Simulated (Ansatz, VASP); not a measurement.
One calculation of Be2B3, two programs

```
Be B
1.0
     2.68838   -2.28650    0.00000
     2.68838    2.28650    0.00000
     0.00000    0.00000    3.44643
Be B
2 3
Direct
  0.30654 0.30654 0.21751
  0.69346 0.69346 0.21751
  0.50000 0.50000 0.71414
  0.82478 0.17522 0.48873
  0.17522 0.82478 0.48873
```

Alike in both runs: functional PBE; k mesh 6 × 6 × 4; occupations gaussian, width 0.1 eV; no spin polarisation.

Ansatz relaxed the structure, and its values are those at the end. VASP's run is a single point on that final structure, the one shown.

```csv
,VASP,Ansatz
version,VASP 6.6.1,Ansatz 0.2.0
potentials or method,"VASP PAW PBE potentials, release 64 (Be, B)","scalar-relativistic, plane waves, PAW"
plane-wave cutoff (eV),520,420
valence electrons in the cell,13,13
```

```csv
,VASP,Ansatz,Ansatz less VASP
gap on the k mesh at the Fermi level (eV),none,none,-
pressure (GPa),0.2,0.1,-0.13
rms of the force components (eV/Å),0.008,0.004,-0.0034
```

A gap of «none» marks a metal or a gap that the smearing closes.

Caveats: the k mesh is coarse (spacing up to 0.46 Å⁻¹), so the values aren't converged.
